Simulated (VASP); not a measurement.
```
Dy
1.0
    1.79500    -3.10903     0.00000
    1.79500     3.10903     0.00000
    0.00000     0.00000     5.65000
Dy
2
Cartesian
  1.79500   1.03635   1.41250
  1.79500  -1.03635   4.23750
```

The base run (VASP): PBE GGA, plane waves, VASP's PBE PAW potentials (set 64). Settings: 400 eV cut-off, 11×11×6 Γ-centred mesh, first-order Methfessel-Paxton smearing of 0.10 eV, potentials Dy_3.

The 4f electrons are frozen in the core of the lanthanide potential, so 4f levels, which can set the real gap, and their magnetism are missing.

The base run took about 20 core-seconds. The timings are rough (shared machines, no repeats); factors under 2 mean little.

Pressures at a finite cut-off, here 400 eV, hold a Pulay part, which wasn't tested here.

```csv
setting,cost over the base run,electronic steps,pressure (GPa)
IVDW = 11,within a factor of 2,11,-1.88
base run,reference,11,0.46
IVDW = 13,within a factor of 2,11,-0.81
GGA = 91,within a factor of 2,11,0.14
GGA = RE,within a factor of 2,12,1.80
GGA = AM,within a factor of 2,11,-1.48
"GGA removed, LMIXTAU = .TRUE., METAGGA = SCAN",about 10 times,36,-1.18
```

Left out are runs that failed, have no time on record or changed the cell.

The compound is Dy in the hcp structure. The cell was not relaxed at this level.
